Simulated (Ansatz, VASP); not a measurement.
**In2Se: VASP beside Ansatz**

One calculation is typed for both programs; each brings its own data sets. How far apart do they land? The cell is generated by rule, not measured, and may not be a known phase. The cell is taken from a series of runs on this material, whose earlier steps may have relaxed, scaled, displaced or heated it; both programs get it as it stands.

Method: plane waves, with VASP 6.6.1 beside it; single point at PBEsol, in Ansatz 0.2.0.

The structure was built from a prototype and need not be the compound's stable phase.

### Step 1. The structure

It takes space group Pccm (No. 49, orthorhombic). The conventional cell has a = 6.628 Å, b = 9.374 Å, c = 9.374 Å, α = 90.00°, β = 90.00°, γ = 90.00°. Nearest to Se lie 4 In at 2.52 to 3.25 Å. Nearest to In lie 2 Se at 3.25 Å. Nearest to In lie 2 Se at 2.52 Å. Nearest to In lie 2 Se at 2.97 Å. Farther neighbours and most contacts between anions are not listed.

As a file:

```xyz
12
Lattice="-6.6284 0.0000 0.0000 0.0000 -6.6284 -6.6284 0.0000 -6.6284 6.6284" Properties=species:S:1:pos:R:3 pbc="T T T"
Se    0.0000   -6.9466   -0.3182
Se    0.0000   -6.3102   -6.3102
Se   -3.3142   -9.6244   -2.9960
Se   -3.3142   -3.6324   -3.6324
In   -4.9713   -4.9713    1.6571
In   -4.9713   -4.9713   -4.9713
In   -1.6571   -1.8890    1.4252
In   -1.6571   -8.0536    1.8890
In   -1.6571   -5.2033    4.7394
In   -1.6571   -4.7394   -1.4252
In   -4.9713   -8.2855   -1.6571
In   -4.9713   -1.6571   -1.6571
```

### Step 2. VASP: single point, PBEsol, pair 1

A single point gives forces, pressure and levels at one fixed geometry, so differences don't come from the geometry; what else differs is listed under the comparison.

Lines of VASP's logs that name or quote its potential files are left out, and so is its time.

The input, INCAR:

```
SYSTEM = In2Se
PREC = Accurate
ENCUT = 500
EDIFF = 1E-06
NELM = 120
ISMEAR = 1
SIGMA = 0.2
LREAL = .FALSE.
ALGO = Normal
GGA = PS
NBANDS = 79
LORBIT = 11
LWAVE = .FALSE.
LCHARG = .FALSE.
ISIF = 2
LASPH = .TRUE.
GGA_COMPAT = .FALSE.
KPAR = 2
```

The input, POSCAR:

```
In2Se
1.0
   -6.6284302234      0.0000000000      0.0000000000
    0.0000000000     -6.6284302234     -6.6284302234
    0.0000000000     -6.6284302234      6.6284302234
Se In
4 8
Direct
    0.0000000000      0.5480050390      0.5000000000
    0.0000000000      0.9519949610      0.0000000000
    0.5000000000      0.9519949610      0.5000000000
    0.5000000000      0.5480050390      0.0000000000
    0.7500000000      0.2500000000      0.5000000000
    0.7500000000      0.7500000000      0.0000000000
    0.2500000000      0.0349900639      0.2500000000
    0.2500000000      0.4650099361      0.7500000000
    0.2500000000      0.0349900639      0.7500000000
    0.2500000000      0.4650099361      0.2500000000
    0.7500000000      0.7500000000      0.5000000000
    0.7500000000      0.2500000000      0.0000000000
```

The input, KPOINTS:

```
Automatic mesh
0
Gamma
6 4 4
0 0 0
```

PAW data sets: Se and In_d (PBE family, release 64).

Started as:

```console
mpirun -np 2 vasp_std
```

Numbers of over 12 decimals in the logs are rounded to 6 here.

Output:

```text
[banner, memory and clock lines left out]
running    2 mpi-ranks, on    1 nodes
 distrk:  each k-point on    1 cores,    2 groups
 distr:  one band on    1 cores,    1 groups

 POSCAR found type information on POSCAR SeIn
 POSCAR found :  2 types and      12 ions
|                                                                             |
|               ----> ADVICE to this user running VASP <----                  |
|                                                                             |
|     You enforced a specific xc type in the INCAR file but a different       |
|     [... a line on the potential file left out ...]
|     I HOPE YOU KNOW WHAT YOU ARE DOING!                                     |
|                                                                             |

 LDA part: xc-table for (Slater+PW92), standard interpolation
 POSCAR, INCAR and KPOINTS ok, starting setup
 FFT: planning ... GRIDC
 FFT: planning ... GRID_SOFT
 FFT: planning ... GRID
 WAVECAR not read
 entering main loop
       N       E                     dE             d eps       ncg     rms          rms(c)
DAV:   1     0.120979442978E+04    0.12098E+04   -0.53798E+04  5688   0.158E+03
DAV:   2     0.139591176662E+03   -0.10702E+04   -0.10406E+04  5728   0.416E+02
DAV:   3    -0.220608914507E+02   -0.16165E+03   -0.15501E+03  6806   0.183E+02
DAV:   4    -0.360439235203E+02   -0.13983E+02   -0.13482E+02  6617   0.522E+01
DAV:   5    -0.367749741076E+02   -0.73105E+00   -0.72805E+00  7003   0.108E+01    0.103E+01
DAV:   6    -0.341988435408E+02    0.25761E+01   -0.52648E+00  7629   0.132E+01    0.492E+00
DAV:   7    -0.342073603099E+02   -0.85168E-02   -0.22745E+00  7158   0.802E+00    0.268E+00
DAV:   8    -0.341896224661E+02    0.17738E-01   -0.22636E-01  7445   0.231E+00    0.169E+00
DAV:   9    -0.341794775344E+02    0.10145E-01   -0.34114E-02  7813   0.960E-01    0.581E-01
DAV:  10    -0.341799617122E+02   -0.48418E-03   -0.67140E-03  7549   0.375E-01    0.231E-01
DAV:  11    -0.341806041540E+02   -0.64244E-03   -0.12384E-03  7866   0.254E-01    0.407E-02
DAV:  12    -0.341806932562E+02   -0.89102E-04   -0.24270E-04  7675   0.101E-01    0.204E-02
DAV:  13    -0.341807260577E+02   -0.32801E-04   -0.41701E-05  7538   0.253E-02    0.113E-02
DAV:  14    -0.341807378950E+02   -0.11837E-04   -0.15845E-05  4783   0.132E-02    0.619E-03
DAV:  15    -0.341807391897E+02   -0.12948E-05   -0.17990E-06  5022   0.688E-03    0.193E-03
DAV:  16    -0.341807395137E+02   -0.32399E-06   -0.82771E-07  4071   0.489E-03
   1 F= -.34180740E+02 E0= -.34171064E+02  d E =-.290264E-01
```

OUTCAR, selected parts (step 2):

```text
ion  position               nearest neighbor table
   1  0.000  0.548  0.500-  11 2.52  10 2.97   8 2.97   5 3.25
   2  0.000  0.952  0.000-   6 2.52   7 2.97   9 2.97  12 3.25
   3  0.500  0.952  0.500-  11 2.52   9 2.97   7 2.97   5 3.25
   4  0.500  0.548  0.000-   6 2.52   8 2.97  10 2.97  12 3.25
   5  0.750  0.250  0.500-   1 3.25   3 3.25
   6  0.750  0.750  0.000-   2 2.52   4 2.52
   7  0.250  0.035  0.250-   2 2.97   3 2.97
   8  0.250  0.465  0.750-   1 2.97   4 2.97
   9  0.250  0.035  0.750-   2 2.97   3 2.97
  10  0.250  0.465  0.250-   1 2.97   4 2.97
  11  0.750  0.750  0.500-   1 2.52   3 2.52
  12  0.750  0.250  0.000-   2 3.25   4 3.25

  LATTYP: Found a simple tetragonal cell.
 ALAT       =     9.3740159192
 C/A-ratio  =     0.7071067812

 Subroutine GETGRP returns: Found  8 space group operations
 (whereof  2 operations were pure point group operations)

The static configuration has the point symmetry C_1h.
 The point group associated with its full space group is D_2h.

 Found     36 irreducible k-points:

   k-points           NKPTS =     36   k-points in BZ     NKDIM =     36   number of bands    NBANDS=     79

   dimension x,y,z NGX =    48 NGY =   70 NGZ =   70
   dimension x,y,z NGXF=    96 NGYF=  140 NGZF=  140

   ENCUT  =  500.0 eV  36.75 Ry    6.06 a.u.  12.09 17.09 17.09*2*pi/ulx,y,z

   NELECT =     128.0000    total number of electrons

 k-points in reciprocal lattice and weights: Automatic mesh
   0.00000000  0.00000000  0.00000000       0.010
   0.16666667  0.00000000  0.00000000       0.021
   0.33333333  0.00000000  0.00000000       0.021
   0.50000000  0.00000000  0.00000000       0.010
   0.00000000  0.25000000  0.00000000       0.021
   0.00000000  0.00000000  0.25000000       0.021
   0.16666667  0.25000000  0.00000000       0.042
   0.16666667  0.00000000  0.25000000       0.042
   0.33333333  0.25000000  0.00000000       0.042
[...]
0.33333333  0.50000000  0.50000000       0.021
   0.50000000  0.50000000  0.50000000       0.010

 average (electrostatic) potential at core
       1 -56.6305       2 -56.6305       3 -56.6305       4 -56.6305       5 -99.5629
       6-100.0253       7 -99.6052       8 -99.6052       9 -99.6052      10 -99.6052
      11-100.0253      12 -99.5629

 E-fermi :   1.7919

 k-point     1 :       0.0000    0.0000    0.0000
  band No.  band energies     occupation
    ...
     61       0.1494      2.00000
     62       1.0487      2.00000
     63       1.1567      2.00007
     64       1.4260      2.02663
     65       1.6757      1.82296
     66       2.2266     -0.00879
     67       2.5984     -0.00000
     68       2.8200     -0.00000
     69       2.8362     -0.00000
     70       3.2533     -0.00000
    ...

 k-point     2 :       0.1667    0.0000    0.0000
  band No.  band energies     occupation
    ...
     61       0.2020      2.00000
     62       0.9417      2.00000
     63       1.3301      2.00520
     64       1.5724      2.06506
     65       1.6936      1.73094
     66       2.1155     -0.04448
     67       2.4411     -0.00004
     68       2.5096     -0.00000
     69       2.6519     -0.00000
     70       3.1670     -0.00000
    ...

 k-point     3 :       0.3333    0.0000    0.0000
  band No.  band energies     occupation
    ...
     61       0.3502      2.00000
     62       0.7528      2.00000
     63       1.6341      1.97460
     64       1.7069      1.65283
     65       1.8129      0.82406
     66       1.8829      0.31148
     67       2.2481     -0.00582
     68       2.3092     -0.00156
     69       2.4336     -0.00006
     70       2.8833     -0.00000
    ...

  Total       -4.2907038     -5.0772284     -5.0772284      0.0000000      2.3709159      0.0000000
  in kB      -11.8025828    -13.9661024    -13.9661024      0.0000000      6.5217578      0.0000000
  external PRESSURE =     -13.2449292 kB  Pullay stress =       0.0000000 kB

  energy-cutoff  :      500.00
  volume of cell :      582.45
      direct lattice vectors                 reciprocal lattice vectors
    -6.628430223  0.000000000  0.000000000    -0.150865283  0.000000000  0.000000000
     0.000000000 -6.628430223 -6.628430223     0.000000000 -0.075432641 -0.075432641
     0.000000000 -6.628430223  6.628430223     0.000000000 -0.075432641  0.075432641

 POSITION                                       TOTAL-FORCE (eV/Angst)
 -----------------------------------------------------------------------------------
      0.00000     -6.94663     -0.31820        -0.301224      0.084114      0.084114
      0.00000     -6.31023     -6.31023        -0.301224     -0.084114     -0.084114
     -3.31422     -9.62445     -2.99602         0.301224     -0.084114     -0.084114
     -3.31422     -3.63241     -3.63241         0.301224      0.084114      0.084114
     -4.97132     -4.97132      1.65711        -0.000000      0.000000      0.000000
     -4.97132     -4.97132     -4.97132        -0.000000      0.000000      0.000000
     -1.65711     -1.88904      1.42518        -0.000000     -0.332036     -0.332036
     -1.65711     -8.05361      1.88904        -0.000000      0.332036      0.332036
     -1.65711     -5.20325      4.73939        -0.000000     -0.332036     -0.332036
     -1.65711     -4.73939     -1.42518        -0.000000      0.332036      0.332036
     -4.97132     -8.28554     -1.65711        -0.000000      0.000000      0.000000
     -4.97132     -1.65711     -1.65711        -0.000000      0.000000      0.000000
 -----------------------------------------------------------------------------------
    total drift:                               -0.000000      0.000000      0.000000

  FREE ENERGIE OF THE ION-ELECTRON SYSTEM (eV)
  ---------------------------------------------------
  free  energy   TOTEN  =       -34.1807395137 eV

  energy  without entropy=      -34.1517131503  energy(sigma->0) =      -34.17106406

 total charge
# of ion       s       p       d       tot
------------------------------------------
    1        1.492   2.271   0.021   3.783
    2        1.492   2.271   0.021   3.783
    3        1.492   2.271   0.021   3.783
    4        1.492   2.271   0.021   3.783
    5        1.134   0.219   9.839  11.192
    6        0.996   0.482   9.871  11.349
    7        1.113   0.259   9.845  11.216
    8        1.113   0.259   9.845  11.216
    9        1.113   0.259   9.845  11.216
   10        1.113   0.259   9.845  11.216
   11        0.996   0.482   9.871  11.349
   12        1.134   0.219   9.839  11.192
--------------------------------------------------
tot         14.676  11.524  78.880 105.080

[... 3 further parts left out ...]
```

The run ends at a pressure of -1.32 GPa, with forces up to 0.47 eV/Å.

### Step 3. Ansatz: single point, PBEsol, pair 1

Ansatz runs on its default PAW (the set named soft_2) files.

The same cell, functional, mesh and smearing now go to Ansatz, which takes its cutoff from its data sets.

The input, input.yaml:

```yaml
crystal:
  lattice:
    - [-6.6284302234, 0.0, 0.0]
    - [0.0, -6.6284302234, -6.6284302234]
    - [0.0, -6.6284302234, 6.6284302234]
  atoms:
    - { symbol: Se, position: [0.0, 0.548005039, 0.5] }
    - { symbol: Se, position: [0.0, -0.048005039, 0.0] }
    - { symbol: Se, position: [0.5, -0.048005039, 0.5] }
    - { symbol: Se, position: [0.5, 0.548005039, 0.0] }
    - { symbol: In, position: [0.75, 0.25, 0.5] }
    - { symbol: In, position: [0.75, 0.75, 0.0] }
    - { symbol: In, position: [0.25, 0.0349900639, 0.25] }
    - { symbol: In, position: [0.25, 0.4650099361, 0.75] }
    - { symbol: In, position: [0.25, 0.0349900639, 0.75] }
    - { symbol: In, position: [0.25, 0.4650099361, 0.25] }
    - { symbol: In, position: [0.75, 0.75, 0.5] }
    - { symbol: In, position: [0.75, 0.25, 0.0] }
kpoints:
  mp_grid: { grid: [6, 4, 4] }
hamiltonian:
  xc: pbesol
scf:
  occupations: { method: methfessel_paxton, width: 0.2 }
output:
  forces: true
  stress: true
  eigenvalues: true
```

Started as:

```console
ansatz run input.yaml --threads 8 --pin off --max-ram 14336MiB --backend cpu --events-out ev --progress --plain --runs-dir out
```

Output:

```text
Engine: ansatz 0.2.0, aarch64-unknown-linux-gnu
Pseudopotentials: kind: paw
Pseudopotential: Se, paw, valence charge 16, recommended cutoff 420 eV (normal), Se.paw.azcp
Pseudopotential: In, paw, valence charge 13, recommended cutoff 420 eV (normal), In.paw.azcp
Functional definition: PBEsol
  exchange = pbesol_x
  correlation = pbesol_c
Crystal: 12 atoms, lattice volume = 582.455 Å³
Basis set: ecut = 420 eV, 11407 PW (Γ), exchange–correlation on 90×128×128 points (8 copies of the dense FFT grid, shifted against one another)
Bands: 101, of which v1, the nominal top of the filled ones, is band 84 counted from 1 (83 counted from 0)
Symmetry: 8 space group operations
Space group: Pccm (ITA 49), of the structure as read, at distance tolerance 8.4e-5 Å
k-points: 36 of 96
Non-local potential: Se, projectors of the file, l = 0: 2, l = 1: 2, l = 2: 3, l = 3: 1
Non-local potential: In, projectors of the file, l = 0: 2, l = 1: 2, l = 2: 2, l = 3: 2
PAW form: soft (Blöchl's): semilocal exchange-correlation on the pseudo side does not see the compensation charge
PAW frozen core: Se, regenerated for the run's functional, and the local potential with it (the file was generated under x = pbe(κ = 0.804, μ = 0.219515), c = pbe(β = 0.066725))
PAW frozen core: In, regenerated for the run's functional, and the local potential with it (the file was generated under x = pbe(κ = 0.804, μ = 0.219515), c = pbe(β = 0.066725))
PAW one-centre angular grid: Se, 590 points (default); XC on 64 Gauss nodes
PAW one-centre angular grid: In, 590 points (default); XC on 64 Gauss nodes
Initial density: superposition of atomic densities (neutral atoms: chi_scale 0, normalization atom), corrected by the library's trained network
Initial wavefunctions: pseudopotential atomic-orbital guess
Functional: x = pbesol(κ = 0.804, μ = 0.123457), c = pbesol(β = 0.046)
SCF iter   1: F=—  HF=-65894.977432 eV  |F-HF|=—  |Δ(HF+E_count)|=         —  Δρ=2.93e-3  dr2=7.71e-2  ethr=1.77e-3  ⟨swp⟩=6.0  Hψ=14220  notcnv=0
preconditioner: auto → LDOS  [metal: Δε(μ)=0.005 eV  Ē_g=12.800 eV  σ=0.200 eV  W_gap=0.02  n_scr=104 (ndim 8)  ℏωp=17.4 eV  f_vac=0.181  D(μ)=13.44/eV (n_scr^D=80)  β→1.0]
SCF iter   2: F=—  HF=-65894.976466 eV  |F-HF|=—  |Δ(HF+E_count)|=   9.66e-4  S|Δr|=    0.00e0  Δρ=2.48e-3  dr2=3.49e-2  ethr=4.59e-5  ⟨swp⟩=2.0  Hψ=6546  notcnv=0
SCF iter   3: F=—  HF=-65894.964001 eV  |F-HF|=—  |Δ(HF+E_count)|=   1.25e-2  S|Δr|=    0.00e0  Δρ=5.32e-4  dr2=4.09e-3  ethr=2.08e-5  ⟨swp⟩=2.0  Hψ=5741  notcnv=0
SCF iter   4: F=—  HF=-65894.964068 eV  |F-HF|=—  |Δ(HF+E_count)|=   6.69e-5  S|Δr|=    0.00e0  Δρ=1.90e-4  dr2=5.80e-4  ethr=2.44e-6  ⟨swp⟩=2.0  Hψ=5345  notcnv=0
SCF iter   5: F=—  HF=-65894.964011 eV  |F-HF|=—  |Δ(HF+E_count)|=   5.72e-5  S|Δr|=    0.00e0  Δρ=7.21e-5  dr2=6.77e-5  ethr=3.45e-7  ⟨swp⟩=2.0  Hψ=6463  notcnv=0
SCF iter   6: F=—  HF=-65894.964104 eV  |F-HF|=—  |Δ(HF+E_count)|=   9.33e-5  S|Δr|=    0.00e0  Δρ=2.53e-5  dr2=1.28e-5  ethr=4.03e-8  ⟨swp⟩=2.4  Hψ=6499  notcnv=0
SCF iter   7: F=—  HF=-65894.964107 eV  |F-HF|=—  |Δ(HF+E_count)|=   2.99e-6  S|Δr|=    0.00e0  Δρ=1.38e-5  dr2=2.52e-6  ethr=7.64e-9  ⟨swp⟩=3.0  Hψ=6166  notcnv=0
SCF iter   8: F=—  HF=-65894.964106 eV  |F-HF|=—  |Δ(HF+E_count)|=   4.63e-7  S|Δr|=    0.00e0  Δρ=5.70e-6  dr2=5.45e-7  ethr=1.50e-9  ⟨swp⟩=2.0  Hψ=5405  notcnv=0
SCF iter   9: F=-65894.964106 eV  HF=-65894.964106 eV  |F-HF|=1.06e-8  |Δ(HF+E_count)|=   4.82e-9  S|Δr|=    0.00e0  Δρ=1.78e-6  dr2=4.74e-8  ethr=5.95e-11  ⟨swp⟩=8.8  Hψ=16125  notcnv=0
SCF 1 converged in 9 iterations: F = -65894.964106 eV  dr2 = 4.74e-8
  greatest PAW one-centre occupation: 1.000 electrons in one spin orbital (limit 2), on the Se atom at site 3 (counted from 0), in its partial waves of l = 2
SCF converged after 9 iterations
Stability not checked: this state was not tested for a lower state beside it, because cold or Methfessel-Paxton smearing, or corrected tetrahedra, fill the levels in a way that the test cannot read (fill_not_monotonic; see scf.lower_state_search)
Free energy (F): -65894.964106 eV
Harris-Foulkes:  -65894.964106 eV  (|F-HF|=1.06e-8)
Internal energy: -65894.934772 eV  (E = F + TS)
E sigma→0 (E₀):  -65894.956773 eV
Entropy (-TS):   -0.029334 eV (-2.445 meV/atom)
Fermi energy:    3.567133 eV
--- Per-component energies (eV) ---
  E_band       = -2745.809615
  E_kinetic    = 2380.457089
  E_local      = -25792.812327  (includes V_loc(G=0)·N_el)
  E_nonlocal   = 568.423325
  E_hartree    = 11384.879402
  E_xc         = -2112.273383
  E_vxc        = -1175.722847  (∫ρ·V_xc dr)
  E_paw        = -40109.240784  (= ΣΔE_a)
  E_vpaw       = -1495.908702  (= ΣTr[D̂ρ^β])
  E_aug_tail   = -0.002192  (compensation charges beyond the density's cutoff)
  E_ewald      = -12220.286924
  E_core_change = 5.921022  (= ΣΔE_core)
  E_smearing   = -0.029334  (= −TS)
  E_closure    = -0.000000  (closes the sum)
  Σ components = -65894.964106   (vs F -65894.964106, Δ=0.00e0)
--- Forces (eV/Å), atoms counted from 1 ---
  atom   1  Se    -0.30314273     0.08481646     0.08481646
  atom   2  Se    -0.30314273    -0.08481646    -0.08481646
  atom   3  Se     0.30314273    -0.08481646    -0.08481646
  atom   4  Se     0.30314273     0.08481646     0.08481646
  atom   5  In     0.00000000     0.00000000     0.00000000
  atom   6  In    -0.00000000     0.00000000     0.00000000
  atom   7  In    -0.00000000    -0.33087131    -0.33087131
  atom   8  In    -0.00000000     0.33087131     0.33087131
  atom   9  In     0.00000000    -0.33087131    -0.33087131
  atom  10  In     0.00000000     0.33087131     0.33087131
  atom  11  In     0.00000000     0.00000000    -0.00000000
  atom  12  In    -0.00000000    -0.00000000     0.00000000
  max |Σ_I F_I| component: 1.12e-16 eV/Å
--- Stress (GPa, compression-positive) ---
       -1.172369      -0.000000       0.000000
       -0.000000      -1.383973       0.655181
        0.000000       0.655181      -1.383973
  P = ⅓ Tr σ = -1.3134 GPa (-13.134 kbar)
--- Band table (eV; the first three rows and the last of 36) ---
  k-point 0: bands = [... 80 lower, 1.9233, 2.8214, 2.9322, 3.1994, 3.4528, 3.9993, 4.3726, 4.5951, ... 13 higher]
  k-point 1: bands = [... 80 lower, 1.9311, 2.6436, 3.0741, 3.1702, 3.7013, 3.8262, 4.1225, 4.2379, ... 13 higher]
  k-point 2: bands = [... 80 lower, 2.1656, 2.1656, 3.3766, 3.3766, 3.4908, 3.4908, 4.1240, 4.1240, ... 13 higher]
  k-point 35: bands = [... 80 lower, 2.0639, 2.0639, 3.3687, 3.3687, 3.9588, 3.9588, 4.1843, 4.1843, ... 13 higher]
```

In the SCF lines HF is the Harris–Foulkes energy and dr2 the Hartree energy of the density residual, in eV; the loop may stop once dr2 is under the threshold and the program's other checks hold. Hψ counts applications of the Hamiltonian.

The run ends at a pressure of -1.31 GPa, with forces up to 0.47 eV/Å.

### Step 4. Differences

Known differences besides the potentials themselves: the data sets hold 168 valence electrons in Ansatz (on its default PAW (the set named soft_2) files) and 128 in VASP; the cutoff is 420 eV in Ansatz and 500 eV in VASP; Ansatz makes its cores anew for this functional, VASP keeps those of its PBE data sets. Total energies have different zeros and are not compared.

The two programs side by side:

| quantity | Ansatz | VASP | difference |
| --- | --- | --- | --- |
| pressure (GPa) | -1.31 | -1.32 | +0.01 |

Forces on 7 of the 12 atoms, those with the largest forces and the largest differences (eV/Å; atoms numbered as in POSCAR):

| atom | Ansatz x, y, z | VASP x, y, z |
| --- | --- | --- |
| Se1 | -0.303, 0.085, 0.085 | -0.301, 0.084, 0.084 |
| Se2 | -0.303, -0.085, -0.085 | -0.301, -0.084, -0.084 |
| Se4 | 0.303, 0.085, 0.085 | 0.301, 0.084, 0.084 |
| In7 | 0.000, -0.331, -0.331 | 0.000, -0.332, -0.332 |
| In8 | 0.000, 0.331, 0.331 | 0.000, 0.332, 0.332 |
| In9 | 0.000, -0.331, -0.331 | 0.000, -0.332, -0.332 |
| In10 | 0.000, 0.331, 0.331 | 0.000, 0.332, 0.332 |

The forces differ by 0.9 meV/Å r.m.s., which is 0.5 % of the r.m.s. force of 0.190 eV/Å (both taken over all components).

(Part 1 of 2 ends here.)

[Lines on the potential files, build, host, timing and source positions are cut from VASP's logs without a mark.]

[Logs are printed without paths, hosts, clocks, repeated set-up lines and the standing remarks that a program may print on its own settings, such as how far it seeks lower states.]

[Hosts, paths, dates, database ids (printed as entryN), source tags and the programs' standing remarks are cut or masked in the printed files.]
